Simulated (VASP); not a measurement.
Te2Mo:

```xyz
6
Lattice="3.5182 0.0000 0.0000 -1.7591 3.0469 0.0000 0.0000 0.0000 13.9736" Properties=species:S:1:pos:R:3 pbc="T T T"
Te    0.0000    2.0312    8.6776
Te    1.7591    1.0156    1.6908
Te    0.0000    2.0312   12.2828
Te    1.7591    1.0156    5.2960
Mo    0.0000    2.0312    3.4934
Mo    1.7591    1.0156   10.4802
```

```yaml
Program: VASP 6.6.1
Task: relaxation of cell and atoms
Functional: r2SCAN
Potentials_or_basis: VASP PAW PBE potentials, release 64 (Te, Mo_sv)
Cutoff: 600 eV
k_mesh: 7 × 7 × 2
Occupations: gaussian, width 0.02 eV
Spin: no spin polarisation
```

At the start: pressure 2.3 GPa; volume 24.96 Å³/atom.

**Question.** How do energy, volume and symmetry change on relaxing?

**Answer.** Over 18 steps the energy falls by 13.0 meV/atom and the volume is 27.03 Å³/atom (+8.3 %); space group P6_3/mmc (No. 194, to 0.05 Å).

Step by step:
```csv
step,energy change (eV),largest force (eV/Å),pressure (GPa),volume (Å³)
1,0.0000,0.0522,2.35,149.79
2,0.0050,0.6528,-2.56,157.86
3,-0.0275,0.3497,-0.13,153.58
4,-0.0439,0.1668,0.01,154.91
5,-0.0455,0.0904,0.07,155.45
6,-0.0543,0.0758,0.06,156.21
7,-0.0715,0.0337,0.08,158.48
8,-0.0756,0.0491,0.38,162.95
9,-0.0777,0.0301,0.28,161.56
10,-0.0679,0.2163,-1.31,164.81
11,-0.0781,0.0110,0.01,162.10
12,-0.0782,0.0203,0.01,162.28
13,-0.0782,0.0057,0.01,162.20
14,-0.0782,0.0054,0.01,162.19
15,-0.0782,0.0029,0.01,162.14
16,-0.0782,0.0051,0.01,162.19
17,-0.0782,0.0038,-0.04,162.25
18,-0.0782,0.0026,0.00,162.21
```

Final structure:
```xyz
6
Lattice="3.5639 0.0000 0.0000 -1.7820 3.0864 0.0000 0.0000 0.0000 14.7464" Properties=species:S:1:pos:R:3 pbc="T T T"
Te    0.0000    2.0576    9.2687
Te    1.7820    1.0288    1.8955
Te    0.0000    2.0576   12.8509
Te    1.7820    1.0288    5.4777
Mo    0.0000    2.0576    3.6866
Mo    1.7820    1.0288   11.0598
```

Caveat: the PAW data sets were made with another functional, which shifts forces and pressure a little.
